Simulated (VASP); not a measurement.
Given:

```yaml
crystal:
  lattice:
    - [-2.22467, 2.22467, 5.24772]
    - [2.22467, -2.22467, 5.24772]
    - [2.22467, 2.22467, -5.24772]
  atoms:
    - { symbol: Ba, position: [0.00000, 0.00000, 0.00000] }
    - { symbol: As, position: [0.63150, 0.63150, 0.00000] }
    - { symbol: As, position: [0.36850, 0.36850, 0.00000] }
    - { symbol: Pd, position: [0.25000, 0.75000, 0.50000] }
    - { symbol: Pd, position: [0.75000, 0.25000, 0.50000] }
```

All values below come from PBEsol GGA, VASP's PBE PAW potentials (set 64) (plane waves; VASP). Run with 400 eV cut-off, Gaussian smearing of 0.050 eV, potentials Ba_sv As Pd.

Unless said otherwise, spin-orbit coupling is left out, though it shifts the bands of the heavy elements here.

Q: What does the run give for the band gap (along the path) with the smallest direct gap where there is one?

A: 
```
Item                                                         Result
-------------------------  ----------------------------------------
band gap (along the path)  none (metal, semimetal or under 0.01 eV)
```

The absolute energy has meaning only against runs of the same code, potentials and settings.

The structure comes from a computed database's BaPd2As2 entry (I4/mmm); how it stands against other phases isn't given here. It was relaxed first, which changed the volume by -5 %.
